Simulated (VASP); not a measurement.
Data:

```yaml
crystal:
  lattice:
    - [1.79500, -3.10903, 0.00000]
    - [1.79500, 3.10903, 0.00000]
    - [0.00000, 0.00000, 5.65000]
  atoms:
    - { symbol: Dy, position: [0.33333, 0.66667, 0.25000], spin: 5.0 }
    - { symbol: Dy, position: [0.66667, 0.33333, 0.75000], spin: 5.0 }
```

Computed with PBE GGA, VASP's PBE PAW potentials (set 64) (plane waves; VASP). Numerical set-up: 300 eV cut-off, 8×8×4 Γ-centred mesh, Gaussian smearing of 0.20 eV, potentials Dy.

At this cut-off the stress carries a Pulay error, which pulls relaxed volumes low.

Q: Give the stress tensor in GPa (positive for a compressed cell).

A: 
```
0.79  0.00  0.00
0.00  0.79  0.00
0.00  0.00  2.21
```
The pressure is its mean diagonal, 1.26 GPa.

The structure is a typed Dy crystal. The cell was not relaxed at this level.
